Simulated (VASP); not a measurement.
These are r2SCAN meta-GGA, VASP's PBE PAW potentials (set 64) (plane waves; VASP) values and carry that method's errors.

A VASP calculation is set up with these files.

KPOINTS:
```
Regular mesh
0
gamma
  15 15 8
0 0 0
```

### INCAR
```
! general
SYSTEM  = Mg
PREC    = Normal
ENCUT   = 400
LREAL   = .FALSE.
LASPH   = .TRUE.

! electronic loop
EDIFF   = 1E-5
NELM    = 100
NELMIN  = 4
ALGO    = Normal
LMIXTAU = .TRUE.

! smearing
ISMEAR  = 1
SIGMA   = 0.1

! functional
METAGGA = R2SCAN

! ions
IBRION  = 2
NSW     = 20
ISIF    = 2
EDIFFG  = -0.03

! output
LWAVE   = .FALSE.
LCHARG  = .FALSE.
```

**POSCAR**
```
Mg
1
    3.1853243133     0.0000000000     0.0000000000
   -1.5926621566     2.7585722179     0.0000000000
    0.0000000000     0.0000000000     5.0989389977
Mg
2
Direct
  0.6666670000   0.3333330000   0.7500000000
  0.3333330000   0.6666670000   0.2500000000
```

POTCAR, in this order: Mg (PBE.64 set). Program: vasp_std.

Output of the run:

### OSZICAR
```
       N       E                     dE             d eps       ncg     rms          rms(c)
DAV:   1    -0.585577749805E+01   -0.58558E+01   -0.11711E+03  1620   0.403E+02
DAV:   2    -0.831474391659E+01   -0.24590E+01   -0.23749E+01  2256   0.270E+01
DAV:   3    -0.833210750016E+01   -0.17364E-01   -0.17356E-01  2214   0.308E+00
DAV:   4    -0.833216913534E+01   -0.61635E-04   -0.61635E-04  2178   0.160E-01
DAV:   5    -0.833216962801E+01   -0.49267E-06   -0.49287E-06  2244   0.106E-02    0.966E-01
DAV:   6    -0.827645803784E+01    0.55712E-01   -0.92928E-02  1932   0.182E+00    0.700E-01
DAV:   7    -0.829586442251E+01   -0.19406E-01   -0.42117E-02  1812   0.208E+00    0.131E-01
DAV:   8    -0.829749102054E+01   -0.16266E-02   -0.98352E-03  1740   0.878E-01    0.305E-02
DAV:   9    -0.829724416146E+01    0.24686E-03   -0.13986E-03  1764   0.356E-01    0.248E-02
DAV:  10    -0.829753531564E+01   -0.29115E-03   -0.58540E-04  1776   0.232E-01    0.696E-03
DAV:  11    -0.829757773567E+01   -0.42420E-04   -0.12123E-05  2016   0.391E-02    0.164E-03
DAV:  12    -0.829756940257E+01    0.83331E-05   -0.85291E-07  1008   0.756E-03
   1 F= -.82975694E+01 E0= -.82974581E+01  d E =-.829757E+01
```

### OUTCAR
```
------------------------ aborting loop because EDIFF is reached ----------------------------------------
  FORCE on cell =-STRESS in cart. coord.  units (eV):
  Direction    XX          YY          ZZ          XY          YZ          ZX
  --------------------------------------------------------------------------------------
  Total        0.0096391      0.0096391     -0.0392395      0.0000000     -0.0000000      0.0000000
  in kB        0.3446892      0.3446894     -1.4031891      0.0000000     -0.0000000      0.0000000
  external PRESSURE =      -0.2379368 kB  Pullay stress =       0.0000000 kB
  volume of cell :       44.80
      direct lattice vectors                 reciprocal lattice vectors
     3.185324313  0.000000000  0.000000000     0.313939776  0.181253185  0.000000000
    -1.592662157  2.758572218  0.000000000     0.000000000  0.362506370  0.000000000
     0.000000000  0.000000000  5.098938998     0.000000000  0.000000000  0.196119232
 POSITION                                       TOTAL-FORCE (eV/Angst)
 -----------------------------------------------------------------------------------
      1.59266      0.91952      3.82420        -0.000000      0.000000      0.000000
     -0.00000      1.83905      1.27473         0.000000     -0.000000      0.000000
 -----------------------------------------------------------------------------------
    total drift:                                0.000005     -0.000004      0.000001
  FREE ENERGIE OF THE ION-ELECTRON SYSTEM (eV)
  ---------------------------------------------------
  free  energy   TOTEN  =        -8.2975694026 eV

  energy  without entropy=       -8.2972355093  energy(sigma->0) =       -8.29745810

 reached required accuracy - stopping structural energy minimisation
```
(Selected blocks of OUTCAR.)

File OUTCAR:
```
 val. band max:        2.7545402337   @ k =   0.3333   0.1333   0.0000

 cond. band min:       2.8260306401   @ k =   0.2000   0.0667   0.0000


 Fermi energy:         2.7694710019

 k-point     1 :       0.0000    0.0000    0.0000
  band No.  band energies     occupation
      1      -4.7225      2.00000
      2       0.9116      2.00000
      3       1.7175      2.00000
      4      14.4627      0.00000
      5      14.4628      0.00000
      6      14.6357      0.00000

 k-point     2 :       0.0667    0.0000    0.0000
  band No.  band energies     occupation
      1      -4.6287      2.00000
      2       0.9979      2.00000
      3       1.8064      2.00000
      4      12.5946      0.00000
      5      13.4561      0.00000
      6      14.3189      0.00000

 k-point     3 :       0.1333   -0.0000    0.0000
  band No.  band energies     occupation
      1      -4.3478      2.00000
      2       1.2569      2.00000
      3       2.0703      2.00000
      4      10.4047      0.00000
      5      12.5173      0.00000
      6      13.2877      0.00000

 k-point     4 :       0.2000    0.0000    0.0000
  band No.  band energies     occupation
      1      -3.8814      2.00000
      2       1.6890      2.00000
      3       2.4980      2.00084
      4       8.3162      0.00000
      5      11.7333      0.00000
      6      12.1884      0.00000

 k-point     5 :       0.2667   -0.0000    0.0000
  band No.  band energies     occupation
      1      -3.2322      2.00000
      2       2.2945      2.00000
      3       3.0510     -0.00051
      4       6.4079      0.00000
      5      11.0453      0.00000
      6      11.1064      0.00000

 k-point     6 :       0.3333   -0.0000    0.0000
  band No.  band energies     occupation
      1      -2.4042      2.00000
      2       3.0739     -0.00015
      3       3.4429     -0.00000
      4       4.9719      0.00000
      5       9.6060      0.00000
      6       9.8287      0.00000
...
```

The compound is Mg in the hcp structure. It was relaxed first.
